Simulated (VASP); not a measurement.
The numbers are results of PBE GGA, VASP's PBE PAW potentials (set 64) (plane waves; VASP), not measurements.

A VASP calculation is set up with these files.

**KPOINTS**
```
Automatic mesh
0
Gamma
8 8 4
0 0 0
```

POSCAR:
```
BN
1
    1.2750000000    -2.2083650000     0.0000000000
    1.2750000000     2.2083650000     0.0000000000
    0.0000000000     0.0000000000     4.2200000000
B N
2 2
Direct
  0.6666670000   0.3333330000   0.5000000000
  0.3333330000   0.6666670000   0.0000000000
  0.6666670000   0.3333330000   0.8750000000
  0.3333330000   0.6666670000   0.3750000000
```

### INCAR
```
ALGO=Normal
EDIFF=1E-6
ENCUT=520
GGA=PE
ISIF=2
ISMEAR=0
LASPH=.TRUE.
LCHARG=.FALSE.
LREAL=.FALSE.
LWAVE=.FALSE.
NELM=100
PREC=Accurate
SIGMA=0.05
SYSTEM=BN
```

POTCAR, in this order: B N (PBE.64 set). Program: vasp_std.

Output of the run:

### OSZICAR
```
       N       E                     dE             d eps       ncg     rms          rms(c)
DAV:   1     0.470157795051E+02    0.47016E+02   -0.86245E+03   720   0.128E+03
DAV:   2    -0.343158772494E+02   -0.81332E+02   -0.76950E+02  1028   0.274E+02
DAV:   3    -0.367455087451E+02   -0.24296E+01   -0.24218E+01   960   0.476E+01
DAV:   4    -0.367582155803E+02   -0.12707E-01   -0.12700E-01   868   0.361E+00
DAV:   5    -0.367583516979E+02   -0.13612E-03   -0.13609E-03   940   0.352E-01    0.945E+00
DAV:   6    -0.350002309182E+02    0.17581E+01   -0.47751E+00   872   0.181E+01    0.454E+00
DAV:   7    -0.348612554559E+02    0.13898E+00   -0.22534E-01   868   0.470E+00    0.271E+00
DAV:   8    -0.348320436831E+02    0.29212E-01   -0.72698E-02   788   0.253E+00    0.223E-01
DAV:   9    -0.348312345831E+02    0.80910E-03   -0.21153E-03   924   0.484E-01    0.122E-01
DAV:  10    -0.348314757979E+02   -0.24121E-03   -0.39516E-04   840   0.198E-01    0.263E-02
DAV:  11    -0.348314808893E+02   -0.50914E-05   -0.66521E-05   920   0.712E-02    0.136E-02
DAV:  12    -0.348314820369E+02   -0.11476E-05   -0.92516E-06   872   0.301E-02    0.220E-03
DAV:  13    -0.348314821797E+02   -0.14282E-06   -0.22635E-07   496   0.545E-03
   1 F= -.34831482E+02 E0= -.34831482E+02  d E =-.120900E-12
```

OUTCAR:
```
------------------------ aborting loop because EDIFF is reached ----------------------------------------
  FORCE on cell =-STRESS in cart. coord.  units (eV):
  Direction    XX          YY          ZZ          XY          YZ          ZX
  --------------------------------------------------------------------------------------
  Total        0.3326945      0.3326945      0.2228375      0.0000000      0.0000000      0.0000000
  in kB       22.4301765     22.4301810     15.0236497      0.0000000      0.0000000      0.0000000
  external PRESSURE =      19.9613357 kB  Pullay stress =       0.0000000 kB
  volume of cell :       23.76
      direct lattice vectors                 reciprocal lattice vectors
     1.275000000 -2.208365000  0.000000000     0.392156863 -0.226411848  0.000000000
     1.275000000  2.208365000  0.000000000     0.392156863  0.226411848  0.000000000
     0.000000000  0.000000000  4.220000000     0.000000000  0.000000000  0.236966825
  FREE ENERGIE OF THE ION-ELECTRON SYSTEM (eV)
  ---------------------------------------------------
  free  energy   TOTEN  =       -34.8314821797 eV

  energy  without entropy=      -34.8314821797  energy(sigma->0) =      -34.83148218
```
(Selected blocks of OUTCAR.)

**OUTCAR**
```
 val. band max:        7.4790504016   @ k =   0.0000   0.0000   0.0000

 cond. band min:      13.0207331902   @ k =   0.3750   0.2500   0.0000


 Fermi energy:         7.7099109446

 k-point     1 :       0.0000    0.0000    0.0000
  band No.  band energies     occupation
      1     -12.8529      2.00000
      2      -8.7295      2.00000
      3      -3.3737      2.00000
      4       5.3756      2.00000
      5       5.3757      2.00000
      6       7.2378      2.00000
      7       7.4790      2.00000
      8       7.4791      2.00000
      9      15.8493      0.00000
     10      15.8494      0.00000
     11      16.0273      0.00000
     12      16.9619      0.00000

 k-point     2 :       0.1250    0.0000    0.0000
  band No.  band energies     occupation
      1     -12.5152      2.00000
      2      -8.4737      2.00000
      3      -3.0387      2.00000
      4       3.9325      2.00000
      5       4.7915      2.00000
      6       6.2732      2.00000
      7       6.9040      2.00000
      8       7.1322      2.00000
      9      15.4001      0.00000
     10      16.4720      0.00000
     11      16.4864      0.00000
     12      17.9523      0.00000

 k-point     3 :       0.2500    0.0000    0.0000
  band No.  band energies     occupation
      1     -11.5297      2.00000
      2      -7.8017      2.00000
      3      -2.0670      2.00000
      4       1.0643      2.00000
      5       3.6953      2.00000
      6       3.7328      2.00000
      7       5.8984      2.00000
      8       6.3362      2.00000
      9      14.7771      0.00000
     10      16.8237      0.00000
     11      17.5770      0.00000
     12      18.4104      0.00000

 k-point     4 :       0.3750    0.0000    0.0000
  band No.  band energies     occupation
      1     -10.0261      2.00000
      2      -7.2116      2.00000
      3      -1.3511      2.00000
      4      -0.6097      2.00000
      5       1.1867      2.00000
      6       2.8397      2.00000
...
```

The compound is BN in the wurtzite structure, a metastable high-pressure form. The cell was not relaxed at this level.
